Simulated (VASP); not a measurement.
Input for VASP

**POSCAR**
```
Cu2O
4.3244150
  1.0000000000   0.0000000000   0.0000000000
  0.0000000000   1.0000000000   0.0000000000
  0.0000000000   0.0000000000   1.0000000000
Cu O
4 2
Cartesian
  0.2500000000   0.2500000000   0.7500000000
  0.2500000000   0.7500000000   0.2500000000
  0.7500000000   0.7500000000   0.7500000000
  0.7500000000   0.2500000000   0.2500000000
  0.5000000000   0.5000000000   0.5000000000
  0.0000000000   0.0000000000   0.0000000000
```

### KPOINTS
```
Automatic mesh
0
Gamma
1 1 1
0 0 0
```

### INCAR
```
SYSTEM = Cu2O
PREC = Accurate
ENCUT = 240
EDIFF = 1E-6
NELM = 100
ALGO = Normal
LREAL = .FALSE.
LASPH = .TRUE.
ISMEAR = 0
SIGMA = 0.01
GGA = PE
LMAXMIX = 4
LWAVE = .FALSE.
LCHARG = .FALSE.
ISIF = 2
```

POTCAR, in this order: Cu O (PBE.64 set). Program: vasp_std.

Task: Write an equivalent input for Ansatz.

Result: One equivalent input (not run):
Ansatz 0.2 input:
```yaml
crystal:
  lattice:
    - [4.3244150, 0.0000000, 0.0000000]
    - [0.0000000, 4.3244150, 0.0000000]
    - [0.0000000, 0.0000000, 4.3244150]
  atoms:
    - { symbol: Cu, position: [0.2500000, 0.2500000, 0.7500000] }
    - { symbol: Cu, position: [0.2500000, 0.7500000, 0.2500000] }
    - { symbol: Cu, position: [0.7500000, 0.7500000, 0.7500000] }
    - { symbol: Cu, position: [0.7500000, 0.2500000, 0.2500000] }
    - { symbol: O, position: [0.5000000, 0.5000000, 0.5000000] }
    - { symbol: O, position: [0.0000000, 0.0000000, 0.0000000] }
kpoints:
  mp_grid: { grid: [1, 1, 1] }
hamiltonian:
  xc: pbe
  pseudopotentials: { kind: paw }
scf:
  occupations: { method: gaussian, width: 0.01 }
  max_iter: 100
output: { forces: true, stress: true, eigenvalues: true }
```
What does not carry over: each code has its own PAW files, so the cut-off isn't converted (ENCUT is set for VASP's; basis.ecutwfc is left out, and Ansatz then takes the one that its files recommend); Ansatz stops its SCF on the density residual and VASP on the energy change (EDIFF).

The structure comes from a computed database's Cu2O entry; how it stands against other phases isn't given here. The cell was not relaxed at this level. The k-mesh is coarse (spacing up to 1.45 per Å, 2π included), so the numbers may not be converged in it. The run is one of a series of settings (ENCUT = 240, KPOINTS 1×1×1 Γ-centred mesh against the base run), some of them coarse on purpose.
